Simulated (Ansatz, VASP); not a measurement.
# NaF (Villiaumite) in two plane-wave programs, part 2 of 2

Aim: how closely do two programs agree when they are given the same cell, functional and k mesh? The cell is taken from a series of runs on this material, whose earlier steps may have relaxed, scaled, displaced or heated it; both programs get it as it stands.

VASP 6.6.1 and Ansatz 0.2.0.

So far. Step 2 (VASP: single point, HSE06): The run ends at a pressure of -1.76 GPa.

### 3. Ansatz: single point, HSE06

Level of this step: Ansatz beside VASP: Kohn-Sham DFT, plane waves, HSE06 (Ansatz).

Ansatz runs on its PAW soft_1 files.

The same cell, functional and mesh now go to Ansatz, which takes its cutoff from its data sets.

File input.yaml:

```yaml
crystal:
  lattice:
    - [0.0, 2.3500449206, 2.3500449206]
    - [2.3500449206, 0.0, 2.3500449206]
    - [2.3500449206, 2.3500449206, 0.0]
  atoms:
    - { symbol: Na, position: [0.0, 0.0, 0.0] }
    - { symbol: F, position: [0.5, 0.5, 0.5] }
kpoints:
  mp_grid: { grid: [6, 6, 6] }
  band_path:
    path:
      - [0.0, 0.0, 0.0]
      - [0.5, 0.0, 0.5]
      - [0.625, 0.25, 0.625]
      - [0.375, 0.375, 0.75]
      - [0.5, 0.5, 0.5]
      - [0.5, 0.25, 0.75]
    npoints: 1
hamiltonian:
  xc: hse06
  pseudopotentials: { kind: paw, azcp: { folder: soft_1 } }
scf:
  occupations: { method: fixed }
  n_extra_bands: 4
output:
  eigenvalues: true
```

Command:

```console
$ ansatz run input.yaml --threads 24 --pin off --max-ram 82944MiB --backend cuda --events-out ev --progress --plain --runs-dir out --devices 1 --max-vram 78GiB
```

Numbers of over 12 decimals in the logs are rounded to 6 here.

Log:

```text
scf.n_extra_bands = 4 over 8 filled bands (N_el = 16.0): the run solves 12 bands
GPUs: using 1 of 1 available (devices: 1).
Engine: ansatz 0.2.0, aarch64-unknown-linux-gnu
Pseudopotentials: kind: paw
Pseudopotential: Na, paw, valence charge 9, recommended cutoff 420 eV (normal), soft_1/Na.paw.azcp
Pseudopotential: F, paw, valence charge 7, recommended cutoff 420 eV (normal), soft_1/F.paw.azcp
Functional definition: HSE06
  parameter a = 0.25
  parameter omega = 0.11/bohr
  exchange = pbe_x - a*pbe_x_sr(omega) + a*exact_x_sr(omega)
  correlation = pbe_c
davidson cushion auto → on  (no smearing: the cushion is to keep the highest requested band from converging to the state above it; pin scf.eigensolver.cushion to override)
device memory: the entry about to start is reckoned to put 0.4 GiB on a device that reports 179.2 GiB free (of which the cap on the GPU budget leaves the run 78.0 GiB)
GPU FFT provider: cuFFT
GPU libraries: cuBLAS 13.8.1, cuFFT 12.4.0, cuSOLVER 12.3.2
GPU matrix products: emulated (plane waves: as basis.precision tells), large ones in fixed point in workspaces of 1.00 GiB
Crystal: 2 atoms, lattice volume = 25.957 Å³
Basis set: ecut = 420 eV, 531 PW (Γ)
Bands: 12, of which v1, the nominal top of the filled ones, is band 8 counted from 1 (7 counted from 0)
Symmetry: 48 space group operations
Space group: Fm-3m (ITA 225), of the structure as read, at distance tolerance 3.0e-5 Å
k-points: 16 of 216
Non-local potential: Na, projectors of the file, l = 0: 3, l = 1: 2, l = 2: 1
Non-local potential: F, projectors of the file, l = 0: 2, l = 1: 2, l = 2: 1
PAW form: soft (Blöchl's): semilocal exchange-correlation on the pseudo side does not see the compensation charge
PAW frozen core: Na, regenerated for the run's functional, and the local potential with it (the file was generated under x = pbe(κ = 0.804, μ = 0.219515), c = pbe(β = 0.066725))
PAW frozen core: F, regenerated for the run's functional, and the local potential with it (the file was generated under x = pbe(κ = 0.804, μ = 0.219515), c = pbe(β = 0.066725))
PAW one-centre angular grid: Na, 110 points (default); XC on 96 Gauss nodes
PAW one-centre angular grid: F, 110 points (default); XC on 64 Gauss nodes
Initial density: superposition of atomic densities (chi_scale 0.1, normalization cell, long waves kept (reshape's long-wave potential 0.00 eV rms))
Initial wavefunctions: pseudopotential atomic-orbital guess
GPU buffer pool allocated for 13824 grid points (all kernels)
GPU transforms: local potential and band sums: pruned to the plane-wave sphere, on 24×24×24
Functional: x = pbe(κ = 0.804, μ = 0.219515), c = pbe(β = 0.066725), warm-up for x = pbe(κ = 0.804, μ = 0.219515) + 0.25 (exact − pbe) at short range (hse, ω = 0.207870 Å⁻¹), c = pbe(β = 0.066725); HSE06 as pw.x's `hse` composes it (authors' and Libxc's form: `xc: wpbeh`)
SCF iter   1: F=—  HF=-2300.029849 eV  |F-HF|=—  |Δ(HF+E_count)|=         —  Δρ=2.02e-1  dr2=7.58e0  ethr=1.00e-1  ⟨swp⟩=5.9  Hψ=699  notcnv=0
preconditioner: auto → none  [insulator: Δε(μ)=2.789 eV  Ē_g=17.332 eV  n_scr=8 (ndim 8)  ℏωp=20.6 eV  f_vac=0.000]
SCF iter   2: F=—  HF=-2298.042733 eV  |F-HF|=—  |Δ(HF+E_count)|=    1.99e0  Δρ=1.22e-1  dr2=2.27e0  ethr=4.74e-2  ⟨swp⟩=3.3  Hψ=564  notcnv=0  defer=1
iter 3 solved again at ethr=6.03e-4 eV; its pass at ethr=1.42e-2 eV (dr2=9.65e-2 eV) is discarded
SCF iter   3: F=—  HF=-2297.428713 eV  |F-HF|=—  |Δ(HF+E_count)|=   6.14e-1  Δρ=2.04e-2  dr2=9.49e-2  ethr=6.03e-4  ⟨swp⟩=2.8  Hψ=947  notcnv=0  defer=1
SCF iter   4: F=-2297.434490 eV  HF=-2297.432331 eV  |F-HF|=2.16e-3  |Δ(HF+E_count)|=   3.62e-3  Δρ=4.72e-3  dr2=3.54e-3  ethr=5.93e-4  ⟨swp⟩=3.2  Hψ=518  notcnv=0  defer=1
SCF 1 stopped early in 4 iterations: F = -2297.434490 eV  dr2 = 3.54e-3
  greatest PAW one-centre occupation: 1.000 electrons in one spin orbital (limit 2), on the Na atom at site 0 (counted from 0), in its partial waves of l = 0
device memory: the entry about to start is reckoned to put 1.1 GiB on a device that reports 178.5 GiB free (of which the cap on the GPU budget leaves the run 78.0 GiB)
GPU FFT provider: cuFFT
GPU libraries: cuBLAS 13.8.1, cuFFT 12.4.0, cuSOLVER 12.3.2
GPU matrix products: emulated (plane waves: as basis.precision tells), large ones in fixed point in workspaces of 1.00 GiB
Initial density: handed on by an earlier stage of this run
Initial wavefunctions: those handed on with the density
GPU buffer pool allocated for 13824 grid points (all kernels)
GPU transforms: local potential and band sums: pruned to the plane-wave sphere, on 24×24×24
Functional: x = pbe(κ = 0.804, μ = 0.219515) + 0.25 (exact − pbe) at short range (hse, ω = 0.207870 Å⁻¹), c = pbe(β = 0.066725); HSE06 as pw.x's `hse` composes it (authors' and Libxc's form: `xc: wpbeh`)
Exchange kernel: α = 0.2500, screened, ω = 0.2079 Å⁻¹, Wigner–Seitz truncation, v(0) = 1043.9477 eV·Å³, q-mesh 6×6×6, nearest image of the exchange supercell L = 19.94 Å, pair-density grid 15×15×15, without the augmentation charges, whose exchange is taken in its separable form by FFT convolution over the k-point mesh (sized by the pseudopotential files, 20×20×20 at the most), smooth part of the exact exchange by density-matrix convolution in up to 1.18 GiB of GPU memory as planned if the GPU has room (build and FFT work areas not counted)
Frozen-core exchange: fock
SCF iter   1: F=—  HF=-2297.431223 eV  |F-HF|=—  |Δ(HF+E_count)|=         —  Δρ=9.58e-3  dr2=2.61e-2  ethr=2.22e-4  ⟨swp⟩=4.0  Hψ=689  notcnv=0
preconditioner: auto → none  [insulator: Δε(μ)=8.241 eV  Ē_g=29.299 eV  n_scr=8 (ndim 8)  ℏωp=27.3 eV  f_vac=0.100]
SCF iter   2: F=—  HF=-2297.428747 eV  |F-HF|=—  |Δ(HF+E_count)|=   2.48e-3  Δρ=3.97e-3  dr2=2.19e-3  ethr=1.49e-4  ⟨swp⟩=2.4  Hψ=458  notcnv=0
SCF iter   3: F=—  HF=-2297.432615 eV  |F-HF|=—  |Δ(HF+E_count)|=   3.87e-3  Δρ=1.14e-3  dr2=3.58e-4  ethr=1.08e-5  ⟨swp⟩=3.0  Hψ=554  notcnv=0
SCF iter   4: F=—  HF=-2297.432531 eV  |F-HF|=—  |Δ(HF+E_count)|=   8.46e-5  Δρ=1.48e-4  dr2=7.40e-6  ethr=1.96e-6  ⟨swp⟩=3.0  Hψ=515  notcnv=0
SCF iter   5: F=-2297.432555 eV  HF=-2297.432558 eV  |F-HF|=2.07e-6  |Δ(HF+E_count)|=   2.68e-5  Δρ=1.16e-4  dr2=2.81e-6  ethr=2.63e-8  ⟨swp⟩=3.9  Hψ=658  notcnv=0
SCF 2 stopped early in 5 iterations: F = -2297.432555 eV  dr2 = 2.81e-6
  greatest PAW one-centre occupation: 0.999 electrons in one spin orbital (limit 2), on the Na atom at site 0 (counted from 0), in its partial waves of l = 0
hybrid outer 1: dexx = +3.812e-3 eV, tail = 2.15e-5 eV
GPU FFT provider: cuFFT
GPU libraries: cuBLAS 13.8.1, cuFFT 12.4.0, cuSOLVER 12.3.2
GPU matrix products: emulated (plane waves: as basis.precision tells), large ones in fixed point in workspaces of 1.00 GiB
GPU buffer pool allocated for 13824 grid points (all kernels)
GPU transforms: local potential and band sums: pruned to the plane-wave sphere, on 24×24×24
Exchange kernel: α = 0.2500, screened, ω = 0.2079 Å⁻¹, Wigner–Seitz truncation, v(0) = 1043.9477 eV·Å³, q-mesh 6×6×6, nearest image of the exchange supercell L = 19.94 Å, pair-density grid 15×15×15, without the augmentation charges, whose exchange is taken in its separable form by FFT convolution over the k-point mesh (sized by the pseudopotential files, 20×20×20 at the most), smooth part of the exact exchange by density-matrix convolution in up to 1.18 GiB of GPU memory as planned if the GPU has room (build and FFT work areas not counted)
Frozen-core exchange: fock
SCF iter   1: F=—  HF=-2297.432611 eV  |F-HF|=—  |Δ(HF+E_count)|=         —  Δρ=8.27e-5  dr2=1.52e-6  ethr=6.71e-7  ⟨swp⟩=2.0  Hψ=448  notcnv=0
preconditioner: auto → none  [insulator: Δε(μ)=8.235 eV  Ē_g=29.226 eV  n_scr=8 (ndim 8)  ℏωp=27.3 eV  f_vac=0.166]
iter 2 solved again at ethr=7.83e-10 eV; its pass at ethr=7.97e-9 eV (dr2=1.25e-7 eV) is discarded
SCF iter   2: F=—  HF=-2297.432610 eV  |F-HF|=—  |Δ(HF+E_count)|=   3.63e-7  Δρ=2.72e-5  dr2=1.45e-7  ethr=7.83e-10  ⟨swp⟩=2.0  Hψ=1063  notcnv=0
SCF iter   3: F=—  HF=-2297.432610 eV  |F-HF|=—  |Δ(HF+E_count)|=   1.02e-8  Δρ=2.50e-5  dr2=1.39e-7  ethr=7.83e-10  ⟨swp⟩=3.3  Hψ=595  notcnv=0
SCF iter   4: F=-2297.432610 eV  HF=-2297.432610 eV  |F-HF|=2.40e-8  |Δ(HF+E_count)|=   3.17e-8  Δρ=1.17e-5  dr2=5.21e-8  ethr=7.51e-10  ⟨swp⟩=2.0  Hψ=448  notcnv=0
SCF 3 converged in 4 iterations: F = -2297.432610 eV  dr2 = 5.21e-8
hybrid outer 2: dexx = +1.794e-7 eV, tail = 1.12e-7 eV, Δε = 4.22e-3 eV (about 5.06e-4 eV left of the loop's levels)
device memory: the entry about to start is reckoned to put 0.3 GiB on a device that reports 182.5 GiB free (of which the cap on the GPU budget leaves the run 78.0 GiB)
NSCF: frozen V_eff on 6 k-points
hybrid SCF converged: 2 outer / 9 inner (+4 warm-up), last move |dexx| = 1.79e-7 eV, tail = 1.12e-7 eV
Stability not checked: this state was not tested for a lower state beside it, because the functional holds exact exchange (a hybrid, or Hartree-Fock), whose exchange loop this test does not read (fock_operator; see scf.lower_state_search)
Free energy (F): -2297.432610 eV
Frozen-core exchange: fock
Harris-Foulkes:  -2297.432610 eV  (|F-HF|=2.40e-8)
Internal energy: -2297.432610 eV  (E = F + TS)
E sigma→0 (E₀):  -2297.432610 eV
Fermi energy:    -1.058588 eV
--- Per-component energies (eV) ---
  E_band       = -285.024731
  E_kinetic    = 314.550346
  E_local      = -1881.291985  (includes V_loc(G=0)·N_el)
  E_nonlocal   = 364.382695
  E_hartree    = 642.229587
  E_xc         = -92.557724
  E_vxc        = -117.734141  (∫ρ·V_xc dr)
  E_exx        = -69.811037  (= α·E_x^exact, valence–valence)
  E_paw        = -451.508285  (= ΣΔE_a)
  E_vpaw       = -109.772173  (= ΣTr[D̂ρ^β])
  E_aug_tail   = 0.000807  (compensation charges beyond the density's cutoff)
  E_ewald      = -1123.362906
  E_core_change = -0.064110  (= ΣΔE_core)
  E_smearing   = -0.000000  (= −TS)
  E_closure    = -0.000000  (closes the sum)
  Σ components = -2297.432610   (vs F -2297.432610, Δ=-4.55e-13)
--- Band table (eV; the first three rows and the last of 16) ---
  k-point 0: bands = [... 4 lower, -21.4987, -1.0586, -1.0586, -1.0586, 7.1741, 19.9079, 19.9079, 19.9079]
  k-point 1: bands = [... 4 lower, -21.1984, -1.5057, -1.1214, -1.1214, 8.0797, 17.4093, 20.3049, 20.3049]
  k-point 2: bands = [... 4 lower, -20.8949, -2.2540, -1.2448, -1.2448, 10.0802, 14.9148, 20.9078, 20.9078]
  k-point 15: bands = [... 4 lower, -21.1264, -2.1165, -1.6973, -1.5770, 14.1079, 14.1809, 15.5104, 18.6501]
```

Reading the cycles: dr2 is the Hartree energy of the density residual (eV), the measure of convergence; HF is the Harris–Foulkes estimate of the energy, which meets the free energy F at convergence.

### 4. Differences

Known differences besides the potentials themselves: exact exchange at q = 0 is treated differently, which shows on coarse meshes; VASP keeps PBE cores, Ansatz makes them for the functional; fixed occupations in Ansatz, narrow Gaussian smearing in VASP; the data sets hold 16 valence electrons in Ansatz (on its PAW soft_1 files) and 14 in VASP; the cutoff is 420 eV in Ansatz and 520 eV in VASP; VASP takes a coarser grid for exact exchange (PRECFOCK = Fast). Total energies have different zeros and are not compared.

Compared:

```tsv
quantity	Ansatz	VASP	difference
gap on the k mesh (eV)	8.233	8.203	+0.029
```

A gap on the mesh is an upper bound, since the band edges may lie between its points.

### 5. Outcome

| Item | Value |
| --- | --- |
| difference in gap on the k mesh (single point, HSE06) | 0.029 eV |

The difference in gap on the k mesh is 0.029 eV (single point, HSE06), within the 0.08 eV picked in this series as the mark of a large difference. The data sets hold unlike numbers of valence electrons (16 in Ansatz and 14 in VASP), so part of the differences may come from the potentials. Such differences can come from data sets, numerical settings and the points named under the comparisons, not from the functional's error against experiment.

[Lines on the potential files, build, host, timing and source positions are cut from VASP's logs without a mark.]

[Logs are printed without paths, hosts, clocks, repeated set-up lines and the standing remarks that a program may print on its own settings, such as how far it seeks lower states.]

[Hosts, paths, dates, database ids (printed as entryN), source tags and the programs' standing remarks are cut or masked in the printed files.]
